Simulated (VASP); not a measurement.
Write an ASE script for VASP 6.6.1 that does the following.

- Task: single point
- Functional: LDA
- Potentials or basis: VASP PAW LDA potentials, release 64 (Hg_sv_GW, Mn_GW)
- Cutoff: 550 eV
- k mesh: 8 × 8 × 8
- Occupations: gaussian, width 0.1 eV
- Spin: collinear spin, ferromagnetic start
- Starting moments: [0.0, 4.0] μB
- Further INCAR settings: ALGO = Normal; EDIFF = 1.00e-06

The structure of MnHg lies in MnHg.xyz:

```xyz
2
Lattice="3.2880000000 0.0000000000 0.0000000000 0.0000000000 3.2880000000 0.0000000000 0.0000000000 0.0000000000 3.3130000000" Properties=species:S:1:pos:R:3 pbc="T T T"
Hg     0.0000000000      0.0000000000      0.0000000000
Mn     1.6440000000      1.6440000000      1.6565000000
```

These files were run (other wordings do the same):

run.py

```python
from ase.calculators.vasp import Vasp
from ase.dft.bandgap import bandgap
from ase.io import read

atoms = read('MnHg.xyz')
atoms.set_initial_magnetic_moments([0.0, 4.0])
calc = Vasp(
    directory='calc',
    xc='lda',
    pp='LDA',
    setups={'base': 'minimal', 'Hg': '_sv_GW', 'Mn': '_GW'},
    prec='Accurate',
    encut=550,
    ediff=1e-06,
    ismear=0,
    sigma=0.1,
    lreal=False,
    lasph=True,
    nelm=120,
    algo='Normal',
    isif=2,
    lwave=False,
    lcharg=False,
    ispin=2,
    lorbit=11,
    lmaxmix=4,
    kpts=[8, 8, 8],
    gamma=True,
)
atoms.calc = calc

print('energy (eV):', atoms.get_potential_energy())
print('free energy (eV):', atoms.get_potential_energy(force_consistent=True))
print('forces (eV/A):')
print(atoms.get_forces())
print('stress (eV/A^3, Voigt):', atoms.get_stress())
print('Fermi level (eV):', calc.get_fermi_level())
print('moment (muB):', atoms.get_magnetic_moment())
print('site moments (muB):', atoms.get_magnetic_moments())
gap, top, bottom = bandgap(calc)
print('band gap (eV):', gap, 'from (spin, k, band)', top, 'to', bottom)
```

Potentials or basis: VASP PAW LDA potentials, release 64 (Hg_sv_GW, Mn_GW).

Launch:

```bash
$ python run.py
```

It gave:

```json
{"Pressure": "-9.6 GPa", "Band gap on the k mesh": "none (metal or under the smearing width)", "Net moment": "3.69 μB per cell", "Site moments": "Hg -0.04; Mn +3.60 μB", "Valence electrons inside the program's atomic spheres": "Hg 17.91; Mn 5.72"}
```

It took 2.1 min on 1 thread of Intel(R) Xeon(R) Platinum 8259CL CPU @ 2.50GHz (Skylake/Cascade Lake), with other jobs on the host, peak memory 0.25 GiB.
